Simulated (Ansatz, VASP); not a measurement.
# Cross-check of Be2N between VASP and Ansatz, part 2 of 2

One calculation is typed for both programs; each brings its own data sets. How far apart do they land? The cell is generated by rule, not measured, and may not be a known phase. Of the first pair: The two relaxations start from unlike cells of this crystal (the structure described is Ansatz's start), so only their ends are compared.

VASP 6.6.1 and Ansatz 0.2.0.

So far: Set-up; VASP: relaxation of cell and atoms, PBEsol, pair 1; Ansatz: relaxation of cell and atoms, PBEsol, pair 1; Comparison.

## 5. VASP: relaxation of cell and atoms, PBEsol, pair 2

Level of this step: PBEsol; plane waves and PAW (Be, N); invented cell (VASP).

The relaxed volume is the usual yardstick between codes: in a stiff, nearly cubic crystal its relative difference is about their pressure difference at one cell divided by the bulk modulus. Its start cell is another than that of the pair before, and may be another structure of the material.

INCAR reads:

```
SYSTEM = Be2N
PREC = Accurate
ENCUT = 600
EDIFF = 1E-07
NELM = 120
ISMEAR = 1
SIGMA = 0.15
LREAL = .FALSE.
ALGO = Normal
GGA = PS
NBANDS = 10
LORBIT = 11
LWAVE = .FALSE.
LCHARG = .FALSE.
ISIF = 3
IBRION = 2
NSW = 80
EDIFFG = -0.005
LASPH = .TRUE.
GGA_COMPAT = .FALSE.
NELMIN = 4
KPAR = 2
```

POSCAR reads:

```
Be2N
1.0
    1.3242320000      0.7645460000      4.0259160000
   -1.3242320000      0.7645460000      4.0259160000
    0.0000000000     -1.5290910000      4.0259160000
Be N
2 1
Direct
    0.2672688896      0.2672688896      0.2672690643
    0.7327309752      0.7327309752      0.7327314544
    0.0000000000      0.0000000000      0.0000000000
```

KPOINTS reads:

```
Automatic mesh
0
Gamma
18 18 18
0 0 0
```

Potentials, in the order of the species: Be and N (PBE family, release 64).

The run is started by

```
> mpirun -np 2 vasp_std
```

Numbers of over 12 decimals in the logs are rounded to 6 here.

Output:

```text
[banner, memory and clock lines left out]
running    2 mpi-ranks, on    1 nodes
[...]
[... a notice as in an earlier step ...]

 LDA part: xc-table for (Slater+PW92), standard interpolation
 POSCAR, INCAR and KPOINTS ok, starting setup
[...]
entering main loop
       N       E                     dE             d eps       ncg     rms          rms(c)
DAV:   1     0.164116017769E+02    0.16412E+02   -0.43921E+03 11600   0.851E+02
DAV:   2    -0.186572485629E+02   -0.35069E+02   -0.32638E+02 15260   0.172E+02
DAV:   3    -0.202758618152E+02   -0.16186E+01   -0.16039E+01 16118   0.342E+01
DAV:   4    -0.202844639864E+02   -0.86022E-02   -0.85958E-02 16240   0.243E+00
[...]
DAV:  12    -0.180392574398E+02   -0.22009E-06   -0.13916E-06 14760   0.106E-02    0.435E-03
DAV:  13    -0.180392573376E+02    0.10216E-06   -0.35782E-07 14764   0.477E-03    0.496E-04
DAV:  14    -0.180392573421E+02   -0.44525E-08   -0.21534E-08  7880   0.118E-03
   1 F= -.18039257E+02 E0= -.18039177E+02  d E =-.180393E+02
[... from here on, the cycles between the ionic steps are left out ...]
   2 F= -.18039383E+02 E0= -.18039297E+02  d E =-.125804E-03
   3 F= -.18039384E+02 E0= -.18039299E+02  d E =-.126735E-03
   4 F= -.18039471E+02 E0= -.18039381E+02  d E =-.872551E-04
   5 F= -.18039577E+02 E0= -.18039474E+02  d E =-.192667E-03
   6 F= -.18039584E+02 E0= -.18039477E+02  d E =-.199758E-03
   7 F= -.18039627E+02 E0= -.18039514E+02  d E =-.432413E-04
 trial-energy change:   -0.000043  1 .order   -0.000043   -0.000101    0.000016
 step:   1.1209(harm=  1.1174)  dis= 0.00190  next Energy=   -18.039628 (dE=-0.443E-04)
 reached required accuracy - stopping structural energy minimisation
```

From OUTCAR (step 5):

```text
  Total        0.0025566      0.0025566     -0.0022770      0.0000000     -0.0000000     -0.0000000
  in kB        0.1682644      0.1682644     -0.1498617      0.0000000     -0.0000000     -0.0000000
  external PRESSURE =       0.0622224 kB  Pullay stress =       0.0000000 kB

 POSITION                                       TOTAL-FORCE (eV/Angst)
 -----------------------------------------------------------------------------------
     -0.00000     -0.00000      3.19985        -0.000000      0.000000      0.003621
     -0.00000     -0.00000      8.79621        -0.000000     -0.000000     -0.003621
      0.00000      0.00000      0.00000         0.000000      0.000000     -0.000000
 -----------------------------------------------------------------------------------
    total drift:                                0.000000     -0.000038     -0.000014

  FREE ENERGIE OF THE ION-ELECTRON SYSTEM (eV)
  ---------------------------------------------------
  free  energy   TOTEN  =       -18.0396270767 eV

  energy  without entropy=      -18.0392872314  energy(sigma->0) =      -18.03951379

[... 1 part as in an earlier step ...]

[... 3 further parts left out ...]
[key lines of the parts left out:]
E-fermi :   6.7736
```

## 6. Ansatz: relaxation of cell and atoms, PBEsol, pair 2

The same cell, functional, mesh and smearing now go to Ansatz, which takes its cutoff from its data sets.

The cell is taken from a series of runs on this material, whose earlier steps may have relaxed, scaled, displaced or heated it; both programs get it as it stands.

input.yaml reads:

```yaml
crystal:
  lattice:
    - [1.3242316831, 0.7645455187, 4.0259162927]
    - [-1.3242316831, 0.7645455187, 4.0259162927]
    - [0.0, -1.5290910374, 4.0259162926]
  atoms:
    - { symbol: Be, position: [0.2672689577, 0.2672689577, 0.2672689577] }
    - { symbol: Be, position: [0.7327310423, 0.7327310423, 0.7327310423] }
    - { symbol: "N", position: [0.0, 0.0, 0.0] }
kpoints:
  mp_grid: { grid: [18, 18, 18] }
hamiltonian:
  xc: pbesol
  pseudopotentials: { kind: nc, accuracy: standard }
scf:
  occupations: { method: methfessel_paxton, width: 0.15 }
output:
  forces: true
  stress: true
  eigenvalues: true
relax:
  adjacent_minimum: "off"
  f_tol: 0.001
  max_steps: 60
  cell: { stress_tol: 0.01 }
```

The run is started by

```
> ansatz run input.yaml --threads 4 --pin off --max-ram 7168MiB --backend cpu --events-out ev --progress --plain --runs-dir out
```

Output:

```text
[...]
Crystal: 3 atoms, lattice volume = 24.456 Å³
Basis set: ecut = 1197.300995 eV, 2321 PW (Γ), FFT grids on a1−a3, a2−a3, a3, exchange–correlation on 60×60×100 points (8 copies of the dense FFT grid, shifted against one another)
Bands: 11, of which v1, the nominal top of the filled ones, is band 7 counted from 1 (6 counted from 0)
Symmetry: 12 space group operations
[...]
--- Relaxed structure (3 steps of the walk, 3 accepted, 1 SCFs on fresh bases) ---
[...]
cell:  # Å, volume = 24.4459 Å³
    - [1.324242, 0.764551, 4.024210]
    - [-1.324242, 0.764551, 4.024210]
    - [0, -1.529103, 4.024210]
  atoms:
    - { symbol: Be, position: [0.267228, 0.267228, 0.267228] }
    - { symbol: Be, position: [0.732772, 0.732772, 0.732772] }
    - { symbol: N, position: [0, 0, 0] }
[key lines of the parts left out:]
SCF converged after 6 iterations
Free energy (F): -1038.284596 eV
Fermi energy:    8.771251 eV
P = ⅓ Tr σ = 0.0070 GPa (0.070 kbar)
```

## 7. Comparison

What differs besides the data sets and the points named for the pairs above, as far as they apply: the data sets hold 13 valence electrons in Ansatz (on norm-conserving files, of PseudoDojo where its log says so) and 9 in VASP. Total energies have different zeros and are not compared.

Both answers:

| quantity | Ansatz | VASP | difference |
| --- | --- | --- | --- |
| volume (Å³) | 24.45 | 24.34 | +0.42 % |
| edge a after relaxation, in the typed setting (Å) | 4.305 | 4.282 | +0.54 % |

## 8. Summary of results

| Item | Value |
| --- | --- |
| difference in edge a after relaxation, in the typed setting (relaxation of cell and atoms, PBEsol, pair 1) | 0.70 % |
| difference in edge a after relaxation, in the typed setting (relaxation of cell and atoms, PBEsol, pair 2) | 0.54 % |

In words: The difference in edge a after relaxation, in the typed setting is 0.70 % (relaxation of cell and atoms, PBEsol, pair 1), within the 1.2 % picked in this series as the mark of a large difference, as far as the stopping tolerances let one tell. The data sets hold unlike numbers of valence electrons (13 in Ansatz and 9 in VASP), so part of the differences comes from the potentials. 1 further run of this series is not shown here. How closely two codes agree says nothing of how well the functional describes the real material.

[Lines on the potential files, build, host, timing and source positions are cut from VASP's logs without a mark.]

[Logs are printed without paths, hosts, clocks, repeated set-up lines and the standing remarks that a program may print on its own settings, such as how far it seeks lower states.]

[Hosts, paths, dates, database ids (printed as entryN), source tags and the programs' standing remarks are cut or masked in the printed files.]
